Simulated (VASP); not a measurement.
VASP runs on ZnF₂ share one base input (PBEsol GGA, plane waves, VASP's PBE PAW potentials (set 64)) and change the settings named in each case.

File KPOINTS:
```
Automatic mesh
0
Gamma
9 4 1
0 0 0
```

**POSCAR**
```
ZnF2
1
    3.1328900000     0.0000000000     0.0000000000
    0.0000000000     6.6509620000     0.0000000000
    0.0000000000     0.0000000000    15.9441000000
Zn F
4 8
Direct
  0.5000000000   0.4285710000   0.3957140000
  0.0000000000   0.9285710000   0.3957140000
  0.5000000000   0.9285710000   0.6042860000
  0.0000000000   0.4285710000   0.6042860000
  0.0000000000   0.4285710000   0.3135960000
  0.0000000000   0.4285710000   0.4778380000
  0.5000000000   0.7317110000   0.3957140000
  0.5000000000   0.1254310000   0.3957140000
  0.0000000000   0.9285710000   0.5221680000
  0.0000000000   0.9285710000   0.6864040000
  0.5000000000   0.2317110000   0.6042860000
  0.5000000000   0.6254310000   0.6042860000
```

**INCAR**
```
SYSTEM = ZnF2
PREC = Accurate; ENCUT = 400; LREAL = .FALSE.
LASPH = .TRUE.
EDIFF = 1E-6; NELM = 100; ALGO = Normal
LMAXMIX = 4
ISMEAR = -1; SIGMA = 0.1
GGA = PS
ISIF = 2
LWAVE = .FALSE.; LCHARG = .FALSE.
```

POTCAR, in this order: Zn F (PBE.64 set). Program: vasp_std.

```tsv
change	E(σ→0) (eV/atom)	largest force (eV/Å)
base run	-3.9763	1.485
LDAU = .TRUE., LDAUJ = 0 0, LDAUL = 2 -1, LDAUTYPE = 2, LDAUU = 1.0 0	-3.9694	1.483
IVDW = 13	-4.0302	___
KPOINTS 5×3×1 Γ-centred mesh	-3.9770	1.485
ISYM = 0	-3.9763	1.485
```

**Question.** Fill in the missing entries.

**Answer.** 
- IVDW = 13, largest force (eV/Å): 1.461

Energies of different potentials or functionals have different zeros.  The cell holds a wide vacuum, so values per volume refer to the whole cell.

Left out are runs that ran out of time, are held back, or changed the cell or the kind of run, fixed moments of cells without a moment, rows past the twelfth, gaps on odd meshes, pressures of charged cells and columns that move by less than the noise.

The cell is a sheet or thin cut with vacuum, built from a database entry that may be metastable or hypothetical.
